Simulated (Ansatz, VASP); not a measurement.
**Cross-check of AlGaN2 between VASP and Ansatz**

One calculation is typed for both programs; each brings its own data sets. How far apart do they land? The cell is taken from a series of runs on this material, whose earlier steps may have relaxed, scaled, displaced or heated it; both programs get it as it stands.

Method: plane waves, with VASP 6.6.1 beside it; zone-centre phonons at LDA, in Ansatz 0.2.0.

### 1. The starting structure

The structure is trigonal, space group P3m1 (No. 156). Conventional cell: a = 3.119 Å, b = 3.119 Å, c = 5.053 Å, α = 90.00°, β = 90.00°, γ = 120.00°. Al has 4 N at 1.88 to 1.89 Å nearest. Nearest to Ga lie 4 N at 1.92 to 1.94 Å. Nearest to N lie 3 Al at 1.89 Å and 1 Ga at 1.94 Å. N has 1 Al at 1.88 Å and 3 Ga at 1.92 Å nearest. Farther neighbours and most contacts between anions are not listed.

Coordinates:

```cif
data_structure
_symmetry_space_group_name_H-M 'P 1'
_symmetry_Int_Tables_number 1
_cell_length_a 3.1192
_cell_length_b 3.1192
_cell_length_c 5.0529
_cell_angle_alpha 90.000
_cell_angle_beta 90.000
_cell_angle_gamma 120.000
_cell_volume 42.57
loop_
_atom_site_label
_atom_site_type_symbol
_atom_site_fract_x
_atom_site_fract_y
_atom_site_fract_z
_atom_site_occupancy
Al1 Al 0.00000 0.00000 0.99949 1
Ga2 Ga 0.66667 0.33333 0.49718 1
N3 N 0.66667 0.33333 0.11287 1
N4 N 0.00000 0.00000 0.62686 1
```

### 2. VASP: zone-centre phonons, LDA

Second derivatives magnify differences that forces hide, and they need a tight electronic threshold.

Lines of VASP's logs that name or quote its potential files are left out, and so is its time.

INCAR reads:

```
SYSTEM = AlGaN2
PREC = Accurate
ENCUT = 600
EDIFF = 1E-08
NELM = 120
ISMEAR = -1
SIGMA = 0.026
LREAL = .FALSE.
ALGO = Normal
GGA = PW92
NELECT = 26.24
NBANDS = 19
LORBIT = 11
LWAVE = .FALSE.
LCHARG = .FALSE.
ISIF = 2
IBRION = 8
LASPH = .TRUE.
GGA_COMPAT = .FALSE.
KPAR = 2
```

POSCAR reads:

```
AlGaN2
1.0
    3.1191540346     -0.0000002863      0.0000000000
   -1.5595767694      2.7012667754      0.0000000000
    0.0000000000      0.0000000000      5.0528985475
Al Ga N
1 1 2
Direct
    0.0000000000      0.0000000000      0.9994937145
    0.6666666667      0.3333333333      0.4971805407
    0.6666666667      0.3333333333      0.1128676700
    0.0000000000      0.0000000000      0.6268580748
```

KPOINTS reads:

```
Automatic mesh
0
Gamma
12 12 8
0 0 0
```

Potentials, in the order of the species: Al, Ga_d and N (LDA family, release 64).

Started as:

```
> mpirun -np 2 vasp_std
```

Numbers of over 12 decimals in the logs are rounded to 6 here.

What it wrote:

```text
[banner, memory and clock lines left out]
running    2 mpi-ranks, on    1 nodes
 distrk:  each k-point on    1 cores,    2 groups
 distr:  one band on    1 cores,    1 groups

 POSCAR found type information on POSCAR AlGaN
 POSCAR found :  3 types and       4 ions
|                                                                             |
|               ----> ADVICE to this user running VASP <----                  |
|                                                                             |
|     You enforced a specific xc type in the INCAR file but a different       |
|     [... a line on the potential file left out ...]
|     I HOPE YOU KNOW WHAT YOU ARE DOING!                                     |
|                                                                             |

 LDA part: xc-table for (Slater(with rela. corr.)+PW92), standard interpolation
 POSCAR, INCAR and KPOINTS ok, starting setup
 FFT: planning ... GRIDC
 FFT: planning ... GRID_SOFT
 FFT: planning ... GRID
 WAVECAR not read
 entering main loop
       N       E                     dE             d eps       ncg     rms          rms(c)
DAV:   1     0.211618002470E+03    0.21162E+03   -0.14008E+04  5178   0.227E+03
DAV:   2    -0.797106805788E+01   -0.21959E+03   -0.20905E+03  5530   0.483E+02
DAV:   3    -0.322260815440E+02   -0.24255E+02   -0.23906E+02  5699   0.127E+02
DAV:   4    -0.329635671146E+02   -0.73749E+00   -0.73480E+00  6732   0.226E+01
DAV:   5    -0.329728513234E+02   -0.92842E-02   -0.92805E-02  5976   0.250E+00BRMIX: very serious problems
 the old and the new charge density differ
 old charge density:    26.00000 new   26.24000
BRMIX: very serious problems
 the old and the new charge density differ
 old charge density:    26.00000 new   26.24000
    0.121E+01
DAV:   6    -0.279942103534E+02    0.49786E+01   -0.18963E+01  7493   0.579E+01    0.400E+00
DAV:   7    -0.279923818772E+02    0.18285E-02   -0.11266E+00  5732   0.868E+00    0.267E+00
DAV:   8    -0.279391998517E+02    0.53182E-01   -0.22753E-01  6961   0.474E+00    0.844E-01
DAV:   9    -0.279266355112E+02    0.12564E-01   -0.47740E-02  7028   0.332E+00    0.310E-01
DAV:  10    -0.279269658498E+02   -0.33034E-03   -0.65801E-03  6039   0.578E-01    0.110E-01
DAV:  11    -0.279269002507E+02    0.65599E-04   -0.26272E-04  6349   0.159E-01    0.354E-02
DAV:  12    -0.279268956920E+02    0.45587E-05   -0.30937E-05  6852   0.701E-02    0.172E-02
DAV:  13    -0.279268954814E+02    0.21057E-06   -0.33202E-06  6509   0.179E-02    0.968E-03
DAV:  14    -0.279268946793E+02    0.80206E-06   -0.39392E-06  6781   0.276E-02    0.150E-03
DAV:  15    -0.279268947015E+02   -0.22146E-07   -0.33132E-07  5778   0.458E-03    0.635E-04
DAV:  16    -0.279268946986E+02    0.29017E-08   -0.13245E-08  4428   0.110E-03
   1 F= -.27926895E+02 E0= -.27926137E+02  d E =-.151458E-02
 Linear response reoptimize wavefunctions to high precision
DAV:   1    -0.279268946985E+02    0.99135E-10   -0.30975E-09  4542   0.673E-04
DAV:   2    -0.279268946985E+02   -0.35016E-10   -0.55898E-10  3182   0.215E-04
 Linear response DOF=           8
 Linear response progress:
  Degree of freedom:   1/  8
       N       E                     dE             d eps       ncg     rms          rms(c)
RMM:   1    -0.684409757245E-02   -0.68441E-02    0.70324E-04 52930   0.698E-01
RMM:   2    -0.595512463281E-02    0.88897E-03   -0.68010E-04 41064   0.189E-01    0.860E-02
RMM:   3    -0.585589979423E-02    0.99225E-04   -0.13501E-04 46886   0.733E-02    0.476E-02
RMM:   4    -0.586566883570E-02   -0.97690E-05   -0.68126E-05 43445   0.447E-02    0.817E-03
RMM:   5    -0.586385374410E-02    0.18151E-05   -0.32699E-06 47498   0.129E-02    0.253E-03
RMM:   6    -0.586219600480E-02    0.16577E-05   -0.11965E-07 46216   0.308E-03    0.771E-04
RMM:   7    -0.586051322799E-02    0.16828E-05    0.24651E-08 46144   0.104E-03    0.145E-04
RMM:   8    -0.586071597616E-02   -0.20275E-06   -0.10977E-08 47255   0.354E-04    0.820E-05
RMM:   9    -0.586068747143E-02    0.28505E-07    0.98302E-10 48119   0.113E-04    0.186E-05
RMM:  10    -0.586072013924E-02   -0.32668E-07   -0.72329E-10 47731   0.474E-05    0.104E-05
RMM:  11    -0.586071853658E-02    0.16027E-08   -0.64176E-10 49697   0.221E-05    0.407E-06
 first order change of Fermi-energy  -0.91757E-06
 force on displaced ion       1 direction 1 : -15.169  -0.000  -0.000
 Linear response progress:
  Degree of freedom:   2/  8
       N       E                     dE             d eps       ncg     rms          rms(c)
RMM:   1    -0.151121052934E-01   -0.15112E-01    0.38154E-02 11809   0.153E+00
RMM:   2    -0.119611420865E-01    0.31510E-02   -0.29464E-03  9352   0.533E-01    0.122E-01
RMM:   3    -0.117263421733E-01    0.23480E-03   -0.68313E-04  9752   0.237E-01    0.487E-02
RMM:   4    -0.116907672307E-01    0.35575E-04   -0.10572E-04 10466   0.757E-02    0.262E-02
RMM:   5    -0.116691922521E-01    0.21575E-04   -0.23223E-05 10547   0.336E-02    0.629E-03
RMM:   6    -0.116645951662E-01    0.45971E-05   -0.17699E-06 10462   0.105E-02    0.172E-03
RMM:   7    -0.116632005784E-01    0.13946E-05   -0.34042E-07 10479   0.319E-03    0.634E-04
RMM:   8    -0.116631066494E-01    0.93929E-07   -0.73749E-08 10633   0.114E-03    0.173E-04
RMM:   9    -0.116630585617E-01    0.48088E-07   -0.84120E-09 10510   0.332E-04    0.856E-05
[...]
RMM:   9    -0.174442554111E+00    0.14864E-06   -0.38952E-07 10943   0.921E-04    0.628E-05
RMM:  10    -0.174442351879E+00    0.20223E-06   -0.11384E-07 10716   0.450E-04    0.155E-05
RMM:  11    -0.174442271218E+00    0.80661E-07   -0.12454E-07 11352   0.216E-04    0.840E-06
RMM:  12    -0.174442220770E+00    0.50448E-07   -0.52339E-08 11226   0.116E-04    0.237E-06
RMM:  13    -0.174442248358E+00   -0.27588E-07   -0.52908E-08 10909   0.787E-05    0.233E-06
RMM:  14    -0.174442240225E+00    0.81338E-08   -0.30457E-08 11315   0.612E-05    0.106E-06
 first order change of Fermi-energy   0.22040E+00
 force on displaced ion       2 direction 3 :  -0.000   0.000 -19.405
 Linear response progress:
  Degree of freedom:   5/  8
       N       E                     dE             d eps       ncg     rms          rms(c)
RMM:   1    -0.234546272524E+00   -0.23455E+00    0.19628E-01 54523   0.278E+00
RMM:   2    -0.232880821656E+00    0.16655E-02   -0.47895E-03 39896   0.604E-01    0.179E-01
RMM:   3    -0.233856983111E+00   -0.97616E-03   -0.15313E-03 44310   0.267E-01    0.890E-02
RMM:   4    -0.235602269556E+00   -0.17453E-02   -0.89303E-04 41270   0.155E-01    0.192E-02
RMM:   5    -0.235617779981E+00   -0.15510E-04   -0.41478E-05 47278   0.419E-02    0.205E-03
RMM:   6    -0.235597089987E+00    0.20690E-04   -0.13736E-06 45465   0.821E-03    0.119E-03
RMM:   7    -0.235587806576E+00    0.92834E-05   -0.12944E-07 47481   0.252E-03    0.144E-04
RMM:   8    -0.235591085824E+00   -0.32792E-05   -0.37423E-08 45767   0.695E-04    0.536E-05
RMM:   9    -0.235590087461E+00    0.99836E-06   -0.28850E-08 48151   0.270E-04    0.171E-05
RMM:  10    -0.235590529411E+00   -0.44195E-06   -0.97065E-09 46092   0.134E-04    0.332E-06
RMM:  11    -0.235590483454E+00    0.45956E-07   -0.25623E-08 49883   0.883E-05    0.188E-06
RMM:  12    -0.235590487249E+00   -0.37942E-08   -0.17059E-08 47923   0.730E-05    0.102E-06
 first order change of Fermi-energy  -0.51975E-05
 force on displaced ion       3 direction 1 : -14.722  -0.001   0.000
 Linear response progress:
  Degree of freedom:   6/  8
       N       E                     dE             d eps       ncg     rms          rms(c)
RMM:   1    -0.244753035691E+00   -0.24475E+00    0.19960E-01 11919   0.336E+00
RMM:   2    -0.244530385709E+00    0.22265E-03   -0.11516E-02  9023   0.749E-01    0.166E-01
RMM:   3    -0.245327230334E+00   -0.79684E-03   -0.22936E-03  9882   0.315E-01    0.727E-02
RMM:   4    -0.246385749964E+00   -0.10585E-02   -0.60919E-04 10294   0.144E-01    0.212E-02
RMM:   5    -0.246627128571E+00   -0.24138E-03   -0.33214E-05 10398   0.396E-02    0.535E-03
RMM:   6    -0.246648351281E+00   -0.21223E-04   -0.16838E-06 10695   0.949E-03    0.255E-03
RMM:   7    -0.246641773780E+00    0.65775E-05   -0.28960E-07  9870   0.394E-03    0.821E-04
RMM:   8    -0.246641488412E+00    0.28537E-06   -0.56155E-08 10546   0.139E-03    0.365E-04
RMM:   9    -0.246640899852E+00    0.58856E-06   -0.30828E-08 10722   0.407E-04    0.150E-04
RMM:  10    -0.246640627650E+00    0.27220E-06   -0.27199E-08 10746   0.199E-04    0.213E-05
RMM:  11    -0.246640690522E+00   -0.62872E-07   -0.26889E-08 10365   0.121E-04    0.116E-05
RMM:  12    -0.246640725737E+00   -0.35215E-07   -0.30921E-08 10926   0.884E-05    0.490E-06
RMM:  13    -0.246640730685E+00   -0.49484E-08   -0.53942E-09 10667   0.782E-05    0.886E-07
 first order change of Fermi-energy   0.16425E-01
 force on displaced ion       3 direction 3 :   0.000  -0.000 -16.602
 Linear response progress:
  Degree of freedom:   7/  8
       N       E                     dE             d eps       ncg     rms          rms(c)
RMM:   1    -0.238602060916E+00   -0.23860E+00    0.86843E-02 54972   0.386E+00
RMM:   2    -0.228112738625E+00    0.10489E-01   -0.10035E-02 39112   0.102E+00    0.152E-01
RMM:   3    -0.229461597535E+00   -0.13489E-02   -0.22348E-03 45875   0.357E-01    0.737E-02
RMM:   4    -0.230878724411E+00   -0.14171E-02   -0.67032E-04 44824   0.162E-01    0.168E-02
RMM:   5    -0.230871431322E+00    0.72931E-05   -0.25856E-05 46849   0.359E-02    0.111E-02
RMM:   6    -0.230826529497E+00    0.44902E-04   -0.30809E-06 45064   0.129E-02    0.117E-03
RMM:   7    -0.230843870955E+00   -0.17341E-04   -0.20768E-07 47450   0.349E-03    0.719E-04
RMM:   8    -0.230844405088E+00   -0.53413E-06   -0.35931E-08 46254   0.927E-04    0.769E-05
RMM:   9    -0.230844377127E+00    0.27961E-07   -0.21098E-08 47609   0.285E-04    0.390E-05
RMM:  10    -0.230844003724E+00    0.37340E-06   -0.20193E-08 48154   0.126E-04    0.160E-05
RMM:  11    -0.230843958567E+00    0.45158E-07   -0.18413E-08 49363   0.766E-05    0.346E-06
RMM:  12    -0.230843914120E+00    0.44447E-07   -0.17337E-08 48668   0.618E-05    0.722E-07
RMM:  13    -0.230843915294E+00   -0.11741E-08   -0.17582E-08 47793   0.566E-05    0.495E-07
 first order change of Fermi-energy  -0.64816E-05
 force on displaced ion       4 direction 1 : -14.476   0.000   0.000
 Linear response progress:
  Degree of freedom:   8/  8
       N       E                     dE             d eps       ncg     rms          rms(c)
RMM:   1    -0.250732137005E+00   -0.25073E+00    0.19057E-01 11790   0.331E+00
RMM:   2    -0.247742383338E+00    0.29898E-02   -0.85156E-03  9017   0.774E-01    0.171E-01
RMM:   3    -0.248352873210E+00   -0.61049E-03   -0.21964E-03  9982   0.318E-01    0.800E-02
RMM:   4    -0.249423966645E+00   -0.10711E-02   -0.61902E-04 10205   0.139E-01    0.247E-02
RMM:   5    -0.249645929270E+00   -0.22196E-03   -0.30057E-05 10489   0.384E-02    0.893E-03
RMM:   6    -0.249725543791E+00   -0.79615E-04   -0.32056E-06 10702   0.124E-02    0.226E-03
RMM:   7    -0.249726389351E+00   -0.84556E-06   -0.34419E-07  9924   0.487E-03    0.717E-04
RMM:   8    -0.249724000289E+00    0.23891E-05   -0.65199E-08 10555   0.164E-03    0.387E-04
RMM:   9    -0.249723810237E+00    0.19005E-06   -0.34768E-08 10828   0.503E-04    0.122E-04
RMM:  10    -0.249724183007E+00   -0.37277E-06   -0.28576E-08 10654   0.223E-04    0.358E-05
RMM:  11    -0.249724232798E+00   -0.49791E-07   -0.28886E-08 10670   0.120E-04    0.183E-05
RMM:  12    -0.249724220237E+00    0.12561E-07   -0.12749E-08 10867   0.917E-05    0.514E-06
RMM:  13    -0.249724226305E+00   -0.60680E-08   -0.10242E-07 10842   0.763E-05    0.179E-06
RMM:  14    -0.249724225412E+00    0.89363E-09   -0.14943E-08 10852   0.712E-05    0.722E-07
 first order change of Fermi-energy  -0.83794E+00
 force on displaced ion       4 direction 3 :  -0.000   0.000 -18.762
 Linear response finished
```

[end of part 1 of 2]

[Lines on the potential files, build, host, timing and source positions are cut from VASP's logs without a mark.]

[Logs are printed without paths, hosts, clocks, repeated set-up lines and the standing remarks that a program may print on its own settings, such as how far it seeks lower states.]

[Hosts, paths, dates, database ids (printed as entryN), source tags and the programs' standing remarks are cut or masked in the printed files.]
